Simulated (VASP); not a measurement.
A convergence study with VASP on CeO2 (fluorite): one setting is varied, all else stays as given below, so the limit is that of these other settings.

```xyz
3
Lattice="0.0000 2.7050 2.7050 2.7050 0.0000 2.7050 2.7050 2.7050 0.0000" Properties=species:S:1:pos:R:3 pbc="T T T"
Ce     0.0000     0.0000     0.0000
O      1.3525     1.3525     1.3525
O      4.0575     4.0575     4.0575
```

Computed with LDA (Ceperley-Alder, Perdew-Zunger), VASP's LDA PAW potentials (set 64) (plane waves; VASP). The tightest run used: 700 eV cut-off, 6×6×6 Γ-centred mesh, Gaussian smearing of 0.010 eV, potentials Ce O.

Task: The settings run are ENCUT = 300; ENCUT = 400; ENCUT = 500; ENCUT = 600; ENCUT = 700. From which on does the mean ε∞ stay within 0.05  of the tightest run?

Result: From ENCUT = 400 on: it is off by 0.03 there and by no more than 0.05 in any finer run, while ENCUT = 300 is off by 0.08.
```
setting      mean ε∞  highest Γ mode (cm⁻¹)  plane waves  difference judged ()
-----------  -------  ---------------------  -----------  --------------------
ENCUT = 300     8.00                  401.2          483                  0.08
ENCUT = 400     8.05                  429.0          745                  0.03
ENCUT = 500     8.08                  424.9         1018                  0.00
ENCUT = 600     8.08                  425.0         1363                  0.00
ENCUT = 700     8.08                  424.7         1687                  0.00
```

Left out are rungs that failed or repeat a setting and relaxations that didn't move; long series are thinned to 24 rows.

The compound is CeO2 in the fluorite structure. The cell was not relaxed at this level. The run is not spin-polarised, so no magnetic state was tried.
